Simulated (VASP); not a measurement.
A run of VASP 6.6.1 is set up as follows.

The input INCAR:

```
  PREC = Accurate
  ENCUT = 520
  EDIFF = 1E-7
  ISMEAR = -1
  SIGMA = 0.05
  LREAL = False
  LASPH = True
  NELM = 150
  ALGO = Normal
  ISIF = 2
  LWAVE = False
  LCHARG = False
  ISPIN = 2
  MAGMOM = 1 1 0 0.6 0
  LORBIT = 11
  LMAXMIX = 4
  GGA = CX
  LUSE_VDW = True
  AGGAC = 0.0
  NBANDS = 40
  KPAR = 4
```

KPOINTS

```
regular mesh
0
Gamma
  8 8 5
```

The input POSCAR:

```
NiMoIrPdW                               
1.0
    4.0752049373      0.0000089069     -0.0000025331
   -2.0375997042      3.5292355041      0.0000025331
   -0.0000033429      0.0000019300      5.4054396318
  Ni              Mo              Pd              Ir              W             
     1     1     1     1     1
Direct
     0.0000004764124811    0.9999995235875661    0.9574756726766798
     0.6666663425266891    0.3333336574731133    0.9619678461500664
     0.6666668886096967    0.3333331113901418    0.4635563819995975
     0.3333333986370333    0.6666666013631379    0.7251909762304576
     0.3333328938140998    0.6666671061860410    0.2362591229432008
```

File KPOINTS_OPT:

```
path GMKGALHA,LM,KH
20
line-mode
reciprocal
 0.0000000000  0.0000000000  0.0000000000  G
 0.5000000000  0.0000000000  0.0000000000  M

 0.5000000000  0.0000000000  0.0000000000  M
 0.3333333333  0.3333333333  0.0000000000  K

 0.3333333333  0.3333333333  0.0000000000  K
 0.0000000000  0.0000000000  0.0000000000  G

 0.0000000000  0.0000000000  0.0000000000  G
 0.0000000000  0.0000000000  0.5000000000  A

 0.0000000000  0.0000000000  0.5000000000  A
 0.5000000000  0.0000000000  0.5000000000  L

 0.5000000000  0.0000000000  0.5000000000  L
 0.3333333333  0.3333333333  0.5000000000  H

 0.3333333333  0.3333333333  0.5000000000  H
 0.0000000000  0.0000000000  0.5000000000  A

 0.5000000000  0.0000000000  0.5000000000  L
 0.5000000000  0.0000000000  0.0000000000  M

 0.3333333333  0.3333333333  0.0000000000  K
 0.3333333333  0.3333333333  0.5000000000  H
```

Potentials or basis: VASP PAW PBE potentials, release 64 (Ni, Mo_sv, Pd, Ir, W_sv).

The run is started by

```bash
$ cat potpaw_PBE.64/Ni/POTCAR potpaw_PBE.64/Mo_sv/POTCAR potpaw_PBE.64/Pd/POTCAR potpaw_PBE.64/Ir/POTCAR potpaw_PBE.64/W_sv/POTCAR > POTCAR
$ mpirun -np 4 vasp_std > vasp.out
```

Question: Predict the net moment.

Answer: 0.00 μB per cell.

Question: What does it give for the pressure?

Answer: -0.1 GPa.

Question: Predict the largest force.

Answer: 0.016 eV/Å.

Levels at the corners of the path, in eV from the Fermi level:
Spin up:
```tsv
point	band 26	band 27	band 28	band 29	band 30	band 31
Γ	-1.03	-0.82	-0.82	0.87	0.87	1.88
M	-1.09	-0.56	-0.26	0.99	1.23	1.32
M	-1.09	-0.56	-0.26	0.99	1.23	1.32
K	-1.47	-1.34	0.29	0.34	0.46	1.11
K	-1.47	-1.34	0.29	0.34	0.46	1.11
Γ	-1.03	-0.82	-0.82	0.87	0.87	1.88
Γ	-1.03	-0.82	-0.82	0.87	0.87	1.88
A	-0.87	-0.32	-0.32	-0.16	-0.16	0.97
A	-0.87	-0.32	-0.32	-0.16	-0.16	0.97
L	-1.71	-0.94	-0.93	-0.35	0.02	0.40
L	-1.71	-0.94	-0.93	-0.35	0.02	0.40
H	-1.80	-1.09	-0.94	-0.57	-0.26	0.75
H	-1.80	-1.09	-0.94	-0.57	-0.26	0.75
A	-0.87	-0.32	-0.32	-0.16	-0.16	0.97
L	-1.71	-0.94	-0.93	-0.35	0.02	0.40
M	-1.09	-0.56	-0.26	0.99	1.23	1.32
K	-1.47	-1.34	0.29	0.34	0.46	1.11
H	-1.80	-1.09	-0.94	-0.57	-0.26	0.75
```
Spin down:
```tsv
point	band 26	band 27	band 28	band 29	band 30	band 31
Γ	-1.03	-0.82	-0.82	0.87	0.87	1.88
M	-1.09	-0.56	-0.26	0.99	1.23	1.32
M	-1.09	-0.56	-0.26	0.99	1.23	1.32
K	-1.47	-1.34	0.29	0.34	0.46	1.11
K	-1.47	-1.34	0.29	0.34	0.46	1.11
Γ	-1.03	-0.82	-0.82	0.87	0.87	1.88
Γ	-1.03	-0.82	-0.82	0.87	0.87	1.88
A	-0.87	-0.32	-0.32	-0.16	-0.16	0.97
A	-0.87	-0.32	-0.32	-0.16	-0.16	0.97
L	-1.71	-0.94	-0.93	-0.35	0.02	0.40
L	-1.71	-0.94	-0.93	-0.35	0.02	0.40
H	-1.80	-1.09	-0.94	-0.57	-0.26	0.75
H	-1.80	-1.09	-0.94	-0.57	-0.26	0.75
A	-0.87	-0.32	-0.32	-0.16	-0.16	0.97
L	-1.71	-0.94	-0.93	-0.35	0.02	0.40
M	-1.09	-0.56	-0.26	0.99	1.23	1.32
K	-1.47	-1.34	0.29	0.34	0.46	1.11
H	-1.80	-1.09	-0.94	-0.57	-0.26	0.75
```

Caveat: the PAW data sets were made with another functional, which shifts forces and pressure a little; spin-orbit coupling is left out, which moves the levels of the heavy elements.
